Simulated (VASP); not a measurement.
```yaml
crystal:
  lattice:
    - [1.65500, -5.24000, 0.00000]
    - [1.65500, 5.24000, 0.00000]
    - [0.00000, 0.00000, 4.38000]
  atoms:
    - { symbol: P, position: [0.10170, 0.89830, 0.91940] }
    - { symbol: P, position: [0.39830, 0.60170, 0.41940] }
    - { symbol: P, position: [0.60170, 0.39830, 0.58060] }
    - { symbol: P, position: [0.89830, 0.10170, 0.08060] }
```

The base run (VASP): PBE GGA, plane waves, VASP's PBE PAW potentials (set 64). Run with 400 eV cut-off, 8×8×6 Γ-centred mesh, Gaussian smearing of 0.050 eV, potentials P.

One setting is varied; ΔE counts from the base run. The base run took about 20 core-seconds. Times come from single runs on busy shared machines, so they are rough: good to a factor of about 2.

Pressures at a finite cut-off, here 400 eV, hold a Pulay part, which wasn't tested here.

```
setting                            cost over the base run  electronic steps  ΔE (meV/atom)  pressure (GPa)
---------------------------------  ----------------------  ----------------  -------------  --------------
KPOINTS 3×3×2 Monkhorst-Pack mesh               about 1/7                12           58.9            2.75
KPOINTS 4×4×3 Monkhorst-Pack mesh               about 1/4                12           29.4            2.22
KPOINTS 6×6×4 Monkhorst-Pack mesh               about 1/3                12           -0.4            1.88
base run                                        reference                12            0.0            1.95
KPOINTS 9×9×7 Monkhorst-Pack mesh                       ?                12           -0.4               ?
```

### Question
Fill in the missing entries.

### Answer

- KPOINTS 9×9×7 Monkhorst-Pack mesh, cost over the base run: within a factor of 2
- KPOINTS 9×9×7 Monkhorst-Pack mesh, pressure (GPa): 1.92

Left out are runs that failed, have no time on record or changed the cell.

The compound is P in the black structure. The cell was not relaxed at this level.
